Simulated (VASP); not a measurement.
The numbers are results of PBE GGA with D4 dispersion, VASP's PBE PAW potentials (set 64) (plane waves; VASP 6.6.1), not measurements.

The input files of a VASP run:

INCAR:
```
# general
SYSTEM = KF
PREC   = Accurate
ENCUT  = 520
LREAL  = .FALSE.
LASPH  = .TRUE.

# electronic loop
EDIFF  = 1E-7
NELM   = 100
ALGO   = Normal

# smearing
ISMEAR = 0
SIGMA  = 0.05

# functional
GGA    = PE
IVDW   = 13

# ions
ISIF   = 2

# output
LWAVE  = .FALSE.
LCHARG = .FALSE.
```

**KPOINTS**
```
Automatic mesh
0
Gamma
9 9 9
0 0 0
```

### POSCAR
```
KF
3.8085880
  0.0000000000   0.7071067904   0.7071067904
  0.7071067904   0.0000000000   0.7071067904
  0.7071067904   0.7071067904   0.0000000000
K F
1 1
direct
  0.0000000000   0.0000000000   0.0000000000
  0.5000000000   0.5000000000   0.5000000000
```

POTCAR, in this order: K_sv F (PBE.64 set). Program: vasp_std.

The run wrote:

### OUTCAR
```
 ion  position               nearest neighbor table
   1  0.000  0.000  0.000-   2 2.69   2 2.69   2 2.69   2 2.69   2 2.69   2 2.69
   2  0.500  0.500  0.500-   1 2.69   1 2.69   1 2.69   1 2.69   1 2.69   1 2.69
  LATTYP: Found a face centered cubic cell.
 ALAT       =     5.3861568732
 Subroutine PRICEL returns:
 Original cell was already a primitive cell.
 Subroutine GETGRP returns: Found 48 space group operations
The static configuration has the point symmetry O_h .
The dynamic configuration has the point symmetry O_h .
 Subroutine INISYM returns: Found 48 space group operations
 Subroutine IBZKPT returns following result:
 Found     35 irreducible k-points:

 Following reciprocal coordinates:
            Coordinates               Weight
  0.000000  0.000000  0.000000      1.000000
  0.111111  0.000000  0.000000      8.000000
  0.222222  0.000000  0.000000      8.000000
  0.333333  0.000000  0.000000      8.000000
  0.444444  0.000000  0.000000      8.000000
  0.111111  0.111111  0.000000      6.000000
  0.222222  0.111111  0.000000     24.000000
  0.333333  0.111111  0.000000     24.000000
  0.444444  0.111111  0.000000     24.000000
 -0.444444  0.111111  0.000000     24.000000
 -0.333333  0.111111  0.000000     24.000000
 -0.222222  0.111111  0.000000     24.000000
 -0.111111  0.111111  0.000000     12.000000
  0.222222  0.222222  0.000000      6.000000
  0.333333  0.222222  0.000000     24.000000
  0.444444  0.222222  0.000000     24.000000
 -0.444444  0.222222  0.000000     24.000000
 -0.333333  0.222222  0.000000     24.000000
 -0.222222  0.222222  0.000000     12.000000
  0.333333  0.333333  0.000000      6.000000
  0.444444  0.333333  0.000000     24.000000
 -0.444444  0.333333  0.000000     24.000000
 -0.333333  0.333333  0.000000     12.000000
  0.444444  0.444444  0.000000      6.000000
...
```

File OSZICAR:
```
       N       E                     dE             d eps       ncg     rms          rms(c)
DAV:   1     0.111220914388E+03    0.11122E+03   -0.84196E+03   840   0.129E+03
DAV:   2    -0.499204839836E+01   -0.11621E+03   -0.10695E+03  1048   0.326E+02
DAV:   3    -0.944479804602E+01   -0.44527E+01   -0.44346E+01  1080   0.610E+01
DAV:   4    -0.956648875042E+01   -0.12169E+00   -0.12162E+00  1264   0.880E+00
DAV:   5    -0.956762138630E+01   -0.11326E-02   -0.11326E-02  1068   0.953E-01    0.629E+00
DAV:   6    -0.832426829344E+01    0.12434E+01   -0.43974E+00   924   0.182E+01    0.371E+00
DAV:   7    -0.829818287841E+01    0.26085E-01   -0.12585E-01  1128   0.313E+00    0.224E+00
DAV:   8    -0.829464980648E+01    0.35331E-02   -0.56032E-02   916   0.278E+00    0.210E-01
DAV:   9    -0.829630803288E+01   -0.16582E-02   -0.67231E-03  1108   0.676E-01    0.121E-01
DAV:  10    -0.829687520814E+01   -0.56718E-03   -0.10673E-03   920   0.321E-01    0.608E-02
DAV:  11    -0.829699314942E+01   -0.11794E-03   -0.42171E-04   916   0.165E-01    0.235E-02
DAV:  12    -0.829698091348E+01    0.12236E-04   -0.82543E-05  1092   0.749E-02    0.695E-03
DAV:  13    -0.829698056620E+01    0.34728E-06   -0.54056E-06   920   0.230E-02    0.219E-03
DAV:  14    -0.829698062354E+01   -0.57343E-07   -0.37496E-07  1064   0.578E-03
   1 F= -.84355608E+01 E0= -.84355608E+01  d E =-.575819E-11
```

OUTCAR:
```
------------------------ aborting loop because EDIFF is reached ----------------------------------------
  Edisp (eV):   -0.13858
  FORCE on cell =-STRESS in cart. coord.  units (eV):
  Direction    XX          YY          ZZ          XY          YZ          ZX
  --------------------------------------------------------------------------------------
  Total       0.00550     0.00550     0.00550     0.00000     0.00000     0.00000
  in kB       0.22564     0.22564     0.22564     0.00000     0.00000     0.00000
  external pressure =        0.23 kB  Pullay stress =        0.00 kB
  volume of cell :       39.06
      direct lattice vectors                 reciprocal lattice vectors
     0.000000000  2.693078437  2.693078437    -0.185661135  0.185661135  0.185661135
     2.693078437  0.000000000  2.693078437     0.185661135 -0.185661135  0.185661135
     2.693078437  2.693078437  0.000000000     0.185661135  0.185661135 -0.185661135
  FREE ENERGIE OF THE ION-ELECTRON SYSTEM (eV)
  ---------------------------------------------------
  free  energy   TOTEN  =        -8.4355608492 eV

  energy  without entropy=       -8.4355608492  energy(sigma->0) =       -8.43556085
```
(Selected blocks of OUTCAR.)

The compound is KF in the rock salt structure. It was relaxed first.
